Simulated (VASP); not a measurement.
Computed with PBE GGA, VASP's PBE PAW potentials (set 64) (plane waves; VASP 6.6.1).

A VASP calculation is set up with these files.

POSCAR:
```
MnSi
1
    4.5115943528    -0.0000000000     0.0000000000
   -0.0000000000     4.5115943528    -0.0000000000
    0.0000000000     0.0000000000     4.5115943528
Mn Si
4 4
Direct
  0.8634509964   0.6365490036   0.3634509964
  0.3634509964   0.8634509964   0.6365490036
  0.1365490036   0.1365490036   0.1365490036
  0.6365490036   0.3634509964   0.8634509964
  0.1549967474   0.3450032526   0.6549967474
  0.6549967474   0.1549967474   0.3450032526
  0.8450032526   0.8450032526   0.8450032526
  0.3450032526   0.6549967474   0.1549967474
```

File KPOINTS:
```
Automatic mesh
0
Gamma
6 6 6
0 0 0
```

**INCAR**
```
ALGO  =  Normal
EDIFF  =  1E-6
EDIFFG  =  -0.02
ENCUT  =  400
GGA  =  PE
IBRION  =  2
ISIF  =  3
ISMEAR  =  1
ISPIN  =  2
LASPH  =  .True.
LCHARG  =  .False.
LMAXMIX  =  4
LORBIT  =  10
LREAL  =  .False.
LWAVE  =  .False.
MAGMOM  =  1.2 1.2 1.2 1.2 0.0 0.0 0.0 0.0
NELM  =  100
NSW  =  60
PREC  =  Accurate
SIGMA  =  0.1
SYSTEM  =  MnSi
```

POTCAR, in this order: Mn_pv Si (PBE.64 set). Program: vasp_std.

The run wrote:

OSZICAR:
```
       N       E                     dE             d eps       ncg     rms          rms(c)
DAV:   1     0.711090915120E+03    0.71109E+03   -0.31752E+04  4256   0.161E+03
DAV:   2    -0.794190461634E+01   -0.71903E+03   -0.69683E+03  4040   0.499E+02
DAV:   3    -0.684513790322E+02   -0.60509E+02   -0.58402E+02  4864   0.149E+02
DAV:   4    -0.702600971133E+02   -0.18087E+01   -0.17892E+01  4830   0.255E+01
DAV:   5    -0.702946773051E+02   -0.34580E-01   -0.34532E-01  4716   0.391E+00    0.355E+01
DAV:   6    -0.720308507530E+02   -0.17362E+01   -0.22282E+02  4982   0.992E+01    0.304E+01
DAV:   7    -0.614225910656E+02    0.10608E+02   -0.84248E+01  4528   0.629E+01    0.850E+00
DAV:   8    -0.614522862320E+02   -0.29695E-01   -0.34512E+00  4294   0.884E+00    0.294E+00
DAV:   9    -0.614046229450E+02    0.47663E-01   -0.32088E-01  4848   0.356E+00    0.135E+00
DAV:  10    -0.614080124932E+02   -0.33895E-02   -0.23979E-02  5182   0.928E-01    0.713E-01
DAV:  11    -0.614088519374E+02   -0.83944E-03   -0.12389E-02  4954   0.546E-01    0.248E-01
DAV:  12    -0.614090828368E+02   -0.23090E-03   -0.11311E-03  4440   0.243E-01    0.124E-01
DAV:  13    -0.614090769522E+02    0.58846E-05   -0.62931E-05  4578   0.661E-02    0.628E-02
DAV:  14    -0.614090837839E+02   -0.68317E-05   -0.80209E-06  4118   0.214E-02    0.286E-02
DAV:  15    -0.614090832749E+02    0.50899E-06   -0.64759E-06  3820   0.168E-02
   1 F= -.61409083E+02 E0= -.61407735E+02  d E =-.614091E+02  mag=     3.9723
       N       E                     dE             d eps       ncg     rms          rms(c)
DAV:   1    -0.614090516898E+02    0.32094E-04   -0.16121E-02  5294   0.259E+00    0.103E-01
DAV:   2    -0.614092803826E+02   -0.22869E-03   -0.43196E-03  4158   0.476E-01    0.615E-02
DAV:   3    -0.614092420401E+02    0.38343E-04   -0.47562E-04  4168   0.182E-01    0.318E-02
DAV:   4    -0.614092388461E+02    0.31940E-05   -0.18213E-05  4942   0.304E-02    0.223E-02
DAV:   5    -0.614092347129E+02    0.41332E-05   -0.17224E-05  4272   0.386E-02    0.830E-03
DAV:   6    -0.614092345018E+02    0.21106E-06   -0.21557E-06  2412   0.103E-02
   2 F= -.61409235E+02 E0= -.61407899E+02  d E =-.151227E-03  mag=     3.9717
```

### OUTCAR
```
------------------------ aborting loop because EDIFF is reached ----------------------------------------
  FORCE on cell =-STRESS in cart. coord.  units (eV):
  Direction    XX          YY          ZZ          XY          YZ          ZX
  --------------------------------------------------------------------------------------
  Total        0.0000207      0.0000207      0.0000207     -0.0000000     -0.0000000      0.0000000
  in kB        0.0003614      0.0003614      0.0003614     -0.0000000     -0.0000000      0.0000000
  external PRESSURE =       0.0003614 kB  Pullay stress =       0.0000000 kB
  volume of cell :       91.86
      direct lattice vectors                 reciprocal lattice vectors
     4.512072764 -0.000000000  0.000000000     0.221627632  0.000000000  0.000000000
    -0.000000000  4.512072764 -0.000000000     0.000000000  0.221627632  0.000000000
     0.000000000 -0.000000000  4.512072764     0.000000000  0.000000000  0.221627632
 POSITION                                       TOTAL-FORCE (eV/Angst)
 -----------------------------------------------------------------------------------
      3.89556      2.87255      1.63952        -0.003298      0.003298     -0.003298
      1.63952      3.89556      2.87255        -0.003298     -0.003298      0.003298
      0.61651      0.61651      0.61651         0.003298      0.003298      0.003298
      2.87255      1.63952      3.89556         0.003298     -0.003298     -0.003298
      0.69847      1.55757      2.95451        -0.004172      0.004172     -0.004172
      2.95451      0.69847      1.55757        -0.004172     -0.004172      0.004172
      3.81360      3.81360      3.81360         0.004172      0.004172      0.004172
      1.55757      2.95451      0.69847         0.004172     -0.004172     -0.004172
 -----------------------------------------------------------------------------------
    total drift:                                0.000001      0.000003      0.000000
  FREE ENERGIE OF THE ION-ELECTRON SYSTEM (eV)
  ---------------------------------------------------
  free  energy   TOTEN  =       -61.4092345018 eV

  energy  without entropy=      -61.4052269335  energy(sigma->0) =      -61.40789865

 total charge

# of ion       s       p       d       tot
------------------------------------------
    1        0.335   6.392   5.292  12.019
    2        0.335   6.392   5.292  12.019
    3        0.335   6.392   5.292  12.019
    4        0.335   6.392   5.292  12.019
    5        0.744   0.907   0.000   1.651
    6        0.744   0.907   0.000   1.651
    7        0.744   0.907   0.000   1.651
    8        0.744   0.907   0.000   1.651
--------------------------------------------------
tot          4.317  29.196  21.169  54.682

 magnetization (x)

# of ion       s       p       d       tot
------------------------------------------
    1        0.001   0.008   1.042   1.050
    2        0.001   0.008   1.042   1.050
    3        0.001   0.008   1.042   1.050
    4        0.001   0.008   1.042   1.050
    5       -0.013  -0.035   0.000  -0.048
    6       -0.013  -0.035   0.000  -0.048
    7       -0.013  -0.035   0.000  -0.048
    8       -0.013  -0.035   0.000  -0.048
--------------------------------------------------
tot         -0.049  -0.109   4.167   4.010

 reached required accuracy - stopping structural energy minimisation
```
(Selected blocks of OUTCAR.)

**CONTCAR**
```
MnSi
   1.00000000000000
     4.5120727644625953   -0.0000000000000000    0.0000000000000000
    -0.0000000000000000    4.5120727644625953   -0.0000000000000000
     0.0000000000000000   -0.0000000000000000    4.5120727644625953
  Mn              Si
     4     4
Direct
     0.8633640383726041    0.6366359616273959    0.3633640383726041
     0.3633640383726041    0.8633640383726041    0.6366359616273959
     0.1366359616273959    0.1366359616273959    0.1366359616273959
     0.6366359616273959    0.3633640383726041    0.8633640383726041
     0.1548004586996972    0.3451995413003027    0.6548004586996973
     0.6548004586996973    0.1548004586996972    0.3451995413003027
     0.8451995413003027    0.8451995413003027    0.8451995413003027
     0.3451995413003027    0.6548004586996973    0.1548004586996972
```

File OUTCAR:
```
 val. band max:       11.1793868120   @ k =   0.5000   0.3333   0.0000

 cond. band min:      11.1861255835   @ k =   0.5000   0.5000   0.3333


 Fermi energy:        11.1838348322

 spin component 1

 k-point     1 :       0.0000    0.0000    0.0000
  band No.  band energies     occupation
      1     -37.2165      1.00000
      2     -37.2165      1.00000
      3     -37.2165      1.00000
      4     -37.1425      1.00000
      5     -37.1425      1.00000
      6     -37.1360      1.00000
      7     -37.1360      1.00000
      8     -37.1360      1.00000
      9     -37.0437      1.00000
     10     -37.0437      1.00000
     11     -37.0437      1.00000
     12     -36.9814      1.00000
     13      -1.7232      1.00000
     14       3.3488      1.00000
     15       3.3488      1.00000
     16       3.3488      1.00000
     17       6.2733      1.00000
     18       6.2733      1.00000
     19       6.2733      1.00000
     20       7.6298      1.00000
     21       7.6298      1.00000
     22       7.6298      1.00000
     23       8.1657      1.00000
     24       8.4542      1.00000
     25       8.4543      1.00000
     26       8.7200      1.00000
     27       8.7200      1.00000
     28       8.7200      1.00000
     29       9.2623      1.00000
     30       9.2623      1.00000
     31       9.2623      1.00000
     32      10.8153      1.00000
     33      10.8153      1.00000
     34      10.8154      1.00000
     35      10.8741      1.00005
     36      10.8742      1.00005
     37      11.9708     -0.00000
     38      11.9708     -0.00000
     39      11.9708     -0.00000
     40      14.2000      0.00000
     41      14.2000      0.00000
     42      14.2000      0.00000

 k-point     2 :       0.1667    0.0000    0.0000
  band No.  band energies     occupation
      1     -37.2309      1.00000
      2     -37.2210      1.00000
      3     -37.1967      1.00000
      4     -37.1467      1.00000
...
```

The moments were started parallel, and other spin orders were not tried in this run.

The compound is MnSi in the B20 structure. This run relaxes it. Symmetry was kept, so distortions that lower it aren't found. The start is the result of an earlier pass.
